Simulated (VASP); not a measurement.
# GaN: GW quasiparticle gap, part 3 of 5

How does the gap of GaN change from the starting functional to GW? The cell is of the zinc-blende type, one of the forms listed for this formula. The start is a computed cell from the Materials Project.

VASP 6.6.1, plane waves and PAW; the level of theory is named at each step.

So far, quasiparticle gap on the mesh (eV): step 3 (G0W0, functional PBE, start PBE, G0W0 on PBE) 2.83; step 7 (G0W0, functional HSE with 0.08 exact exchange, start HSE with 0.08 exact …) 3.03. Also gap on the k-mesh (eV): step 2 (empty bands, functional PBE) 1.72; step 5 (another starting point, functional HSE with 0.08 exact exchange) 2.11.

## Step 9: Empty bands, functional HSE with 0.16 exact exchange

Level of this step: HSE with 0.16 exact exchange; plane waves and PAW (Ga_d_GW, N_GW) (VASP).

The next step needs empty bands that the ground-state run didn't converge, so the Hamiltonian is diagonalised exactly for NBANDS bands, in a single step. LOPTICS writes the k-derivatives of the orbitals (WAVEDER), which give the long-wavelength limit of the screening.

File INCAR:

```
SYSTEM = GaN
PREC = Accurate
ENCUT = 450
ISMEAR = 0
SIGMA = 0.01
LREAL = .FALSE.
LHFCALC = .TRUE.
AEXX = 0.16
GGA = PE
LASPH = .TRUE.
NBANDS = 72
PRECFOCK = Fast
HFSCREEN = 0.2
ALGO = Exact
NELM = 1
LWAVE = .TRUE.
LCHARG = .FALSE.
LOPTICS = .TRUE.
NEDOS = 1000
CSHIFT = 0.1
```

File POSCAR:

```
GaN
1.0
    0.0000000000      2.2535006075      2.2535006075
    2.2535006075      0.0000000000      2.2535006075
    2.2535006075      2.2535006075      0.0000000000
Ga N
1 1
Direct
    0.0000000000      0.0000000000      0.0000000000
    0.2500000000      0.2500000000      0.2500000000
```

File KPOINTS:

```
Automatic mesh
0
Gamma
6 6 6
0 0 0
```

PAW data sets: Ga_d_GW and N_GW (PBE family, release 64).

The run starts from files that an earlier step left in the folder.

The run is started by

```sh
> mpirun -np 8 vasp_std
```

Output:

```text
[... set-up lines as in an earlier step ...]
 entering main loop
       N       E                     dE             d eps       ncg     rms          rms(c)
DIA:   1    -0.137906225940E+02   -0.13791E+02    0.00000E+00     0   0.000E+00
   1 F= -.13790623E+02 E0= -.13790623E+02  d E =-.524998E-26
 writing wavefunctions
 optical routines
 imaginary and real dielectric function
 recalculating local potential from charge density
 direction            1
 direction            2
 direction            3
```

Elapsed: 11 min, on 8 MPI ranks of AMD EPYC 7R43, shared host; peak memory 1.7 GiB.

From OUTCAR (step 9):

```text
 POSITION                                       TOTAL-FORCE (eV/Angst)
 -----------------------------------------------------------------------------------
      0.00000      0.00000      0.00000        -0.000000     -0.000000     -0.000000
      1.12675      1.12675      1.12675         0.000000      0.000000      0.000000
 -----------------------------------------------------------------------------------
    total drift:                                0.000017      0.000015      0.000016

  FREE ENERGIE OF THE ION-ELECTRON SYSTEM (eV)
  ---------------------------------------------------
  free  energy   TOTEN  =       -13.7906225940 eV

  energy  without entropy=      -13.7906225940  energy(sigma->0) =      -13.79062259

[... 2 parts as in an earlier step ...]

[... 1 further part left out ...]
[key lines of the parts left out:]
E-fermi :   4.6433
```

## Step 10: G0W0, functional HSE with 0.16 exact exchange, start HSE with 0.16 exact exchange

This step: G0W0 on HSE with 0.16 exact exchange; plane waves and PAW (Ga_d_GW, N_GW) (VASP 6.6.1).

G0W0 keeps orbitals and screening fixed and shifts each of the lowest NBANDSGW levels once.

File INCAR:

```
SYSTEM = GaN
PREC = Accurate
ENCUT = 450
ISMEAR = 0
SIGMA = 0.01
LREAL = .FALSE.
LHFCALC = .TRUE.
AEXX = 0.16
GGA = PE
LASPH = .TRUE.
NBANDS = 72
PRECFOCK = Fast
HFSCREEN = 0.2
ALGO = EVGW0
NELMGW = 1
ENCUTGW = 120
NOMEGA = 64
NBANDSGW = 24
LWAVE = .FALSE.
LCHARG = .FALSE.
```

POSCAR is that of step 9.

KPOINTS is that of step 9.

The WAVECAR or CHGCAR of an earlier step is read.

The run is started by

```sh
> mpirun -np 8 vasp_std
```

Output:

```text
[banner, memory and clock lines left out]
running    8 mpi-ranks, on    1 nodes
[...]
[... a notice as in an earlier step ...]

 [... a notice as in an earlier step ...]

 LDA part: xc-table for (Slater+PW92), standard interpolation
 found WAVECAR, reading the header
 POSCAR, INCAR and KPOINTS ok, starting setup
[...]
reading WAVECAR
 the WAVECAR file was read successfully
 initial charge from wavefunction
 available memory per node:     74.39 GB, setting MAXMEM to     76171

 The Fermi energy was updated, please check that it is located mid-gap
 values below the HOMO (VB) or above the LUMO (CB) will cause erroneous energies
 E-fermi :   5.8319

 calculate exact exchange contribution
 the WAVEDER file was read successfully
energies w=
    0.000    0.000    0.552    0.000    1.103    0.000    1.652    0.000
    2.197    0.000    2.737    0.000    3.272    0.000    3.801    0.000
    4.323    0.000    4.838    0.000    5.346    0.000    5.847    0.000
[...]
total number of BLAS operations        255.92 Gflops
NQ=  12   -0.3333    0.3333    0.0000,
|.........|.........|.........|.........|.........|.........|.........|.........
 performed       7662000 updates of chi_q(r,r)
 total number of BLAS operations        281.84 Gflops
NQ=  13    0.5000    0.5000    0.0000,
|.........|.........|.........|.........|.........|.........|.........|.........
 performed       8065000 updates of chi_q(r,r)
 total number of BLAS operations        295.08 Gflops
NQ=  14    0.5000    0.3333    0.1667,
|.........|.........|.........|.........|.........|.........|.........|.........
 performed       9001000 updates of chi_q(r,r)
 total number of BLAS operations        326.72 Gflops
NQ=  15   -0.3333    0.3333    0.1667,
|.........|.........|.........|.........|.........|.........|.........|.........
 performed       9881000 updates of chi_q(r,r)
 total number of BLAS operations        357.41 Gflops
NQ=  16   -0.3333    0.5000    0.1667,
|.........|.........|.........|.........|.........|.........|.........|.........
 performed      10606000 updates of chi_q(r,r)
 total number of BLAS operations        387.49 Gflops
 resolving degeneracies of screened two electron integrals

 calculate QP shifts <psi_nk| G(iteration)W_0 |psi_nk>: iteration 1
 entering main loop
```

Run time: 2.8 min. Hardware: 8 MPI ranks; peak memory 1.9 GiB; 20 min of CPU time.

Parts of OUTCAR (step 10):

```text
 QP shifts <psi_nk| G(iteration)W_0 |psi_nk>: iteration 1
 for sc-GW calculations column KS-energies equals QP-energies in previous step
 and V_xc(KS)=  KS-energies - (<T + V_ion + V_H > + <T+V_H+V_ion>^1  + <V_x>^1)
 k-point   1 :       0.0000    0.0000    0.0000
  band No.  KS-energies  QP-energies   sigma(KS)   V_xc(KS)     V^pw_x(r,r')   Z            occupation Imag(sigma)
    ...
      6      -9.9711     -11.9207     -26.6178     -24.0457     -35.2932       0.7580       2.0000       0.1179
      7       4.5718       4.4520     -18.3509     -18.1988     -21.3238       0.7876       2.0000       0.0508
      8       4.5718       4.4520     -18.3509     -18.1988     -21.3238       0.7876       2.0000       0.0508
      9       4.5718       4.4520     -18.3509     -18.1988     -21.3238       0.7876       2.0000       0.0508
     10       7.0920       7.6754     -12.2056     -12.9204      -8.7620       0.8162       0.0000      -0.0472
     11      15.9095      16.4648     -10.1860     -10.8705      -5.2970       0.8113       0.0000      -0.0889
     12      15.9095      16.4648     -10.1860     -10.8705      -5.2970       0.8113       0.0000      -0.0889
     13      15.9095      16.4648     -10.1860     -10.8705      -5.2970       0.8113       0.0000      -0.0889
    ...

[... 2 parts as in an earlier step ...]

[... 1 further part left out ...]
[key lines of the parts left out:]
E-fermi :   5.8319
```

GW takes the gap from 2.520 to 3.223 eV. That is +397 meV against G0W0 on PBE. Spin-orbit coupling is left out. The value holds for 72 bands, ENCUTGW = 120 eV and this mesh, and isn't shown to be converged in them.

## Step 11: Another starting point, functional HSE with 0.25 exact exchange

This step: HSE with 0.25 exact exchange; plane waves and PAW (Ga_d_GW, N_GW) (VASP 6.6.1).

To see how much the result owes to its start, the ground state is made again with HSE with 0.25 exact exchange. EDIFF is tight for accurate orbitals, and a narrow smearing avoids fractional occupations.

File INCAR:

```
SYSTEM = GaN
PREC = Accurate
ENCUT = 450
EDIFF = 1E-08
NELM = 100
ISMEAR = 0
SIGMA = 0.01
LREAL = .FALSE.
ALGO = Normal
LHFCALC = .TRUE.
AEXX = 0.25
GGA = PE
LASPH = .TRUE.
NBANDS = 15
PRECFOCK = Fast
LORBIT = 11
LWAVE = .TRUE.
LCHARG = .FALSE.
KPAR = 8
HFSCREEN = 0.2
```

POSCAR is that of step 10.

KPOINTS is that of step 10.

The run is started by

```sh
> mpirun -np 8 vasp_std
```

Output:

```text
[... set-up lines as in an earlier step ...]
 entering main loop
       N       E                     dE             d eps       ncg     rms          rms(c)
DAV:   1    -0.147650438298E+02   -0.14765E+02   -0.55697E-01   720   0.267E+01    0.709E-01
DAV:   2    -0.147573273942E+02    0.77164E-02   -0.73355E-02   665   0.865E+00    0.405E-01
DAV:   3    -0.147561622488E+02    0.11651E-02   -0.82062E-03   749   0.234E+00    0.209E-01
DAV:   4    -0.147558815220E+02    0.28073E-03   -0.46435E-04   730   0.316E-01    0.119E-01
[...]
DAV:  13    -0.147557313533E+02    0.50793E-07   -0.56084E-09   345   0.129E-03    0.941E-04
DAV:  14    -0.147557313291E+02    0.24130E-07   -0.35771E-09   345   0.803E-04    0.558E-04
DAV:  15    -0.147557313221E+02    0.70704E-08   -0.19487E-09   324   0.559E-04
   1 F= -.14755731E+02 E0= -.14755731E+02  d E =-.556459E-36
 writing wavefunctions
```

The job ended after 5 min (8 MPI ranks; peak memory 1.6 GiB; 38 min of CPU time).

Parts of OUTCAR (step 11):

```text
 POSITION                                       TOTAL-FORCE (eV/Angst)
 -----------------------------------------------------------------------------------
      0.00000      0.00000      0.00000         0.000000      0.000000      0.000000
      1.12675      1.12675      1.12675        -0.000000     -0.000000     -0.000000
 -----------------------------------------------------------------------------------
    total drift:                                0.000016      0.000015      0.000016

  FREE ENERGIE OF THE ION-ELECTRON SYSTEM (eV)
  ---------------------------------------------------
  free  energy   TOTEN  =       -14.7557313221 eV

  energy  without entropy=      -14.7557313221  energy(sigma->0) =      -14.75573132

[... 2 parts as in an earlier step ...]

[... 1 further part left out ...]
[key lines of the parts left out:]
E-fermi :   4.3502
```

## Step 12: Empty bands, functional HSE with 0.25 exact exchange

The next step needs empty bands that the ground-state run didn't converge, so the Hamiltonian is diagonalised exactly for NBANDS bands, in a single step. LOPTICS writes the k-derivatives of the orbitals (WAVEDER), which give the long-wavelength limit of the screening.

File INCAR:

```
SYSTEM = GaN
PREC = Accurate
ENCUT = 450
ISMEAR = 0
SIGMA = 0.01
LREAL = .FALSE.
LHFCALC = .TRUE.
AEXX = 0.25
GGA = PE
LASPH = .TRUE.
NBANDS = 72
PRECFOCK = Fast
HFSCREEN = 0.2
ALGO = Exact
NELM = 1
LWAVE = .TRUE.
LCHARG = .FALSE.
LOPTICS = .TRUE.
NEDOS = 1000
CSHIFT = 0.1
```

POSCAR is that of step 11.

KPOINTS is that of step 11.

The run starts from files that an earlier step left in the folder.

The run is started by

```sh
> mpirun -np 8 vasp_std
```

Output:

```text
[... set-up lines as in an earlier step ...]
 entering main loop
       N       E                     dE             d eps       ncg     rms          rms(c)
DIA:   1    -0.147557313067E+02   -0.14756E+02    0.00000E+00     0   0.000E+00
   1 F= -.14755731E+02 E0= -.14755731E+02  d E =-.127062E-90
 writing wavefunctions
 optical routines
 imaginary and real dielectric function
 recalculating local potential from charge density
 direction            1
 direction            2
 direction            3
```

Elapsed: 19 min, on 8 MPI ranks; peak memory 1.7 GiB.

OUTCAR, selected parts (step 12):

```text
 POSITION                                       TOTAL-FORCE (eV/Angst)
 -----------------------------------------------------------------------------------
      0.00000      0.00000      0.00000        -0.000000     -0.000000     -0.000000
      1.12675      1.12675      1.12675         0.000000      0.000000      0.000000
 -----------------------------------------------------------------------------------
    total drift:                                0.000021      0.000020      0.000020

  FREE ENERGIE OF THE ION-ELECTRON SYSTEM (eV)
  ---------------------------------------------------
  free  energy   TOTEN  =       -14.7557313067 eV

  energy  without entropy=      -14.7557313067  energy(sigma->0) =      -14.75573131

[... 2 parts as in an earlier step ...]

[... 1 further part left out ...]
[key lines of the parts left out:]
E-fermi :   4.4055
```

## Step 13: G0W0, functional HSE with 0.25 exact exchange, start HSE with 0.25 exact exchange

This step: G0W0 on HSE with 0.25 exact exchange; plane waves and PAW (Ga_d_GW, N_GW) (VASP 6.6.1).

G0W0 keeps orbitals and screening fixed and shifts each of the lowest NBANDSGW levels once.

File INCAR:

```
SYSTEM = GaN
PREC = Accurate
ENCUT = 450
ISMEAR = 0
SIGMA = 0.01
LREAL = .FALSE.
LHFCALC = .TRUE.
AEXX = 0.25
GGA = PE
LASPH = .TRUE.
NBANDS = 72
PRECFOCK = Fast
HFSCREEN = 0.2
ALGO = EVGW0
NELMGW = 1
ENCUTGW = 120
NOMEGA = 64
NBANDSGW = 24
LWAVE = .FALSE.
LCHARG = .FALSE.
```

POSCAR is that of step 12.

KPOINTS is that of step 12.

The run starts from files that an earlier step left in the folder.

The run is started by

```sh
> mpirun -np 8 vasp_std
```

Output:

```text
[banner, memory and clock lines left out]
running    8 mpi-ranks, on    1 nodes
[...]
[... a notice as in an earlier step ...]

 [... a notice as in an earlier step ...]

 LDA part: xc-table for (Slater+PW92), standard interpolation
 found WAVECAR, reading the header
 POSCAR, INCAR and KPOINTS ok, starting setup
[...]
reading WAVECAR
 the WAVECAR file was read successfully
 initial charge from wavefunction
 available memory per node:     65.52 GB, setting MAXMEM to     67089

 The Fermi energy was updated, please check that it is located mid-gap
 values below the HOMO (VB) or above the LUMO (CB) will cause erroneous energies
 E-fermi :   5.7609

 calculate exact exchange contribution
 the WAVEDER file was read successfully
energies w=
    0.000    0.000    0.616    0.000    1.231    0.000    1.843    0.000
    2.451    0.000    3.054    0.000    3.650    0.000    4.240    0.000
    4.822    0.000    5.397    0.000    5.964    0.000    6.522    0.000
[...]
total number of BLAS operations        255.92 Gflops
NQ=  12   -0.3333    0.3333    0.0000,
|.........|.........|.........|.........|.........|.........|.........|.........
 performed       7662000 updates of chi_q(r,r)
 total number of BLAS operations        281.84 Gflops
NQ=  13    0.5000    0.5000    0.0000,
|.........|.........|.........|.........|.........|.........|.........|.........
 performed       8065000 updates of chi_q(r,r)
 total number of BLAS operations        295.08 Gflops
NQ=  14    0.5000    0.3333    0.1667,
|.........|.........|.........|.........|.........|.........|.........|.........
 performed       9001000 updates of chi_q(r,r)
 total number of BLAS operations        326.72 Gflops
NQ=  15   -0.3333    0.3333    0.1667,
|.........|.........|.........|.........|.........|.........|.........|.........
 performed       9881000 updates of chi_q(r,r)
 total number of BLAS operations        357.41 Gflops
NQ=  16   -0.3333    0.5000    0.1667,
|.........|.........|.........|.........|.........|.........|.........|.........
 performed      10606000 updates of chi_q(r,r)
 total number of BLAS operations        387.49 Gflops
 resolving degeneracies of screened two electron integrals

 calculate QP shifts <psi_nk| G(iteration)W_0 |psi_nk>: iteration 1
 entering main loop
```

The job ended after 3.4 min (8 MPI ranks; peak memory 1.9 GiB; 27 min of CPU time).

From OUTCAR (step 13):

```text
 QP shifts <psi_nk| G(iteration)W_0 |psi_nk>: iteration 1
 for sc-GW calculations column KS-energies equals QP-energies in previous step
 and V_xc(KS)=  KS-energies - (<T + V_ion + V_H > + <T+V_H+V_ion>^1  + <V_x>^1)
 k-point   1 :       0.0000    0.0000    0.0000
  band No.  KS-energies  QP-energies   sigma(KS)   V_xc(KS)     V^pw_x(r,r')   Z            occupation Imag(sigma)
    ...
      6     -11.0490     -12.2491     -26.8737     -25.3152     -35.3524       0.7700       2.0000       0.1255
      7       4.2641       4.3404     -18.3824     -18.4779     -21.3163       0.7988       2.0000       0.0521
      8       4.2641       4.3404     -18.3824     -18.4779     -21.3163       0.7988       2.0000       0.0521
      9       4.2641       4.3404     -18.3824     -18.4779     -21.3163       0.7988       2.0000       0.0521
     10       7.2577       7.7773     -12.0376     -12.6655      -8.5894       0.8277       0.0000      -0.0518
     11      16.1983      16.6268     -10.0414     -10.5629      -5.2568       0.8218       0.0000      -0.0876
     12      16.1983      16.6268     -10.0414     -10.5629      -5.2568       0.8218       0.0000      -0.0876
     13      16.1983      16.6268     -10.0414     -10.5629      -5.2568       0.8218       0.0000      -0.0876
    ...

[... 2 parts as in an earlier step ...]

[... 1 further part left out ...]
[key lines of the parts left out:]
E-fermi :   5.7609
```

GW takes the gap from 2.994 to 3.437 eV. That is +610 meV against G0W0 on PBE. Spin-orbit coupling is left out. The value holds for 72 bands, ENCUTGW = 120 eV and this mesh, and isn't shown to be converged in them.

## Step 14: Another starting point, functional HSE with 0.33 exact exchange

This step: HSE with 0.33 exact exchange; plane waves and PAW (Ga_d_GW, N_GW) (VASP 6.6.1).

To see how much the result owes to its start, the ground state is made again with HSE with 0.33 exact exchange. A small SIGMA keeps every occupation at zero or full.

File INCAR:

```
SYSTEM = GaN
PREC = Accurate
ENCUT = 450
EDIFF = 1E-08
NELM = 100
ISMEAR = 0
SIGMA = 0.01
LREAL = .FALSE.
ALGO = Normal
LHFCALC = .TRUE.
AEXX = 0.33
GGA = PE
LASPH = .TRUE.
NBANDS = 15
PRECFOCK = Fast
LORBIT = 11
LWAVE = .TRUE.
LCHARG = .FALSE.
KPAR = 8
HFSCREEN = 0.2
```

POSCAR is that of step 13.

KPOINTS is that of step 13.

The run is started by

```sh
> mpirun -np 8 vasp_std
```

Output:

```text
[... set-up lines as in an earlier step ...]
 entering main loop
       N       E                     dE             d eps       ncg     rms          rms(c)
DAV:   1    -0.156426664244E+02   -0.15643E+02   -0.93801E-01   720   0.352E+01    0.900E-01
DAV:   2    -0.156349096695E+02    0.77568E-02   -0.11744E-01   714   0.104E+01    0.540E-01
DAV:   3    -0.156321285547E+02    0.27811E-02   -0.14449E-02   694   0.345E+00    0.283E-01
DAV:   4    -0.156315654582E+02    0.56310E-03   -0.11862E-03   649   0.490E-01    0.158E-01
[...]
DAV:  15    -0.156312833658E+02    0.23746E-07   -0.25486E-09   345   0.659E-04    0.399E-04
DAV:  16    -0.156312833524E+02    0.13367E-07   -0.13407E-09   324   0.415E-04    0.239E-04
DAV:  17    -0.156312833452E+02    0.71659E-08   -0.42479E-10   324   0.288E-04
   1 F= -.15631283E+02 E0= -.15631283E+02  d E =-.122122E-30
 writing wavefunctions
```

It took 6.2 min on 8 MPI ranks; peak memory 1.6 GiB.

From OUTCAR (step 14):

```text
 POSITION                                       TOTAL-FORCE (eV/Angst)
 -----------------------------------------------------------------------------------
      0.00000      0.00000      0.00000        -0.000000      0.000000     -0.000000
      1.12675      1.12675      1.12675         0.000000     -0.000000      0.000000
 -----------------------------------------------------------------------------------
    total drift:                                0.000018      0.000016      0.000017

  FREE ENERGIE OF THE ION-ELECTRON SYSTEM (eV)
  ---------------------------------------------------
  free  energy   TOTEN  =       -15.6312833452 eV

  energy  without entropy=      -15.6312833452  energy(sigma->0) =      -15.63128335

[... 2 parts as in an earlier step ...]

[... 1 further part left out ...]
[key lines of the parts left out:]
E-fermi :   4.0627
```

## Step 15: Empty bands, functional HSE with 0.33 exact exchange

The next step needs empty bands that the ground-state run didn't converge, so the Hamiltonian is diagonalised exactly for NBANDS bands, in a single step. LOPTICS writes the k-derivatives of the orbitals (WAVEDER), which give the long-wavelength limit of the screening.

File INCAR:

```
SYSTEM = GaN
PREC = Accurate
ENCUT = 450
ISMEAR = 0
SIGMA = 0.01
LREAL = .FALSE.
LHFCALC = .TRUE.
AEXX = 0.33
GGA = PE
LASPH = .TRUE.
NBANDS = 72
PRECFOCK = Fast
HFSCREEN = 0.2
ALGO = Exact
NELM = 1
LWAVE = .TRUE.
LCHARG = .FALSE.
LOPTICS = .TRUE.
NEDOS = 1000
CSHIFT = 0.1
```

POSCAR is that of step 14.

KPOINTS is that of step 14.

The run starts from files that an earlier step left in the folder.

The run is started by

```sh
> mpirun -np 8 vasp_std
```

Output:

```text
[... set-up lines as in an earlier step ...]
 entering main loop
       N       E                     dE             d eps       ncg     rms          rms(c)
DIA:   1    -0.156312833350E+02   -0.15631E+02    0.00000E+00     0   0.000E+00
   1 F= -.15631283E+02 E0= -.15631283E+02  d E =-.308035E-13
 writing wavefunctions
 optical routines
 imaginary and real dielectric function
 recalculating local potential from charge density
 direction            1
 direction            2
 direction            3
```

The job ended after 24 min (8 MPI ranks; peak memory 1.7 GiB).

OUTCAR, selected parts (step 15):

```text
 POSITION                                       TOTAL-FORCE (eV/Angst)
 -----------------------------------------------------------------------------------
      0.00000      0.00000      0.00000        -0.000000     -0.000000     -0.000000
      1.12675      1.12675      1.12675         0.000000      0.000000      0.000000
 -----------------------------------------------------------------------------------
    total drift:                                0.000018      0.000017      0.000017

  FREE ENERGIE OF THE ION-ELECTRON SYSTEM (eV)
  ---------------------------------------------------
  free  energy   TOTEN  =       -15.6312833350 eV

  energy  without entropy=      -15.6312833350  energy(sigma->0) =      -15.63128334

[... 2 parts as in an earlier step ...]

[... 1 further part left out ...]
[key lines of the parts left out:]
E-fermi :   4.0307
```

(Continued in part 4 of 5.)

[Lines on the potential files, build, host, timing and source positions are cut from VASP's logs without a mark.]

[Logs are printed without paths, hosts, clocks, repeated set-up lines and the standing remarks that a program may print on its own settings, such as how far it seeks lower states.]

[Hosts, paths, dates, database ids (printed as entryN), source tags and the programs' standing remarks are cut or masked in the printed files.]

[Pressures printed for these runs are not shown converged in the cutoff: they can be off by several GPa and have the wrong sign.]
